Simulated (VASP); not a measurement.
**PC2: single point with PBE**

The system is PC2.

```
P C
1.0
     2.85244    0.00000    0.00000
    -1.42622    2.47028    0.00000
     0.00000    0.00000    7.02896
P C
2 4
Direct
  0.00000 0.00000 0.50000
  0.00000 0.00000 0.00000
  0.66667 0.33333 0.35082
  0.33333 0.66667 0.64918
  0.33333 0.66667 0.85082
  0.66667 0.33333 0.14918
```

The cell was built by a generator and needn't be a form met in nature.

```yaml
Program: VASP 6.6.1
Task: single point
Functional: PBE
Potentials_or_basis: VASP PAW PBE potentials, release 64 (P, C)
Cutoff: 520 eV
k_mesh: 11 × 11 × 4
Occupations: fermi-dirac, width 0.05 eV
Spin: no spin polarisation
```

```yaml
Pressure: -0.3 GPa
Largest_force: 0.042 eV/Å
Band_gap_on_the_k_mesh: none (metal or under the smearing width)
```

Forces in eV/Å, atoms in the order of the input:
```
P    0.000  0.000  0.000
P    0.000  0.000  0.000
C    0.000  0.000  0.042
C    0.000  0.000 -0.042
C    0.000  0.000  0.042
C    0.000  0.000 -0.042
```

Stress tensor (GPa, compression positive):
```
 0.09  0.00  0.00
 0.00  0.09  0.00
 0.00  0.00 -0.98
```

Levels at points of the mesh, in eV from the Fermi level:
```csv
k point,band 10,band 11,band 12,band 13,band 14,band 15,band 16,band 17
"(0.00, 0.00, 0.00)",-2.24,0.39,0.39,1.17,1.17,5.14,5.16,5.16
"(0.00, 0.00, 0.50)",-2.24,0.68,0.68,0.68,0.68,5.23,5.23,6.44
```

It took 68 s on 1 thread of Intel(R) Xeon(R) Platinum 8488C (Sapphire Rapids) (shared host), peak memory 0.22 GiB.
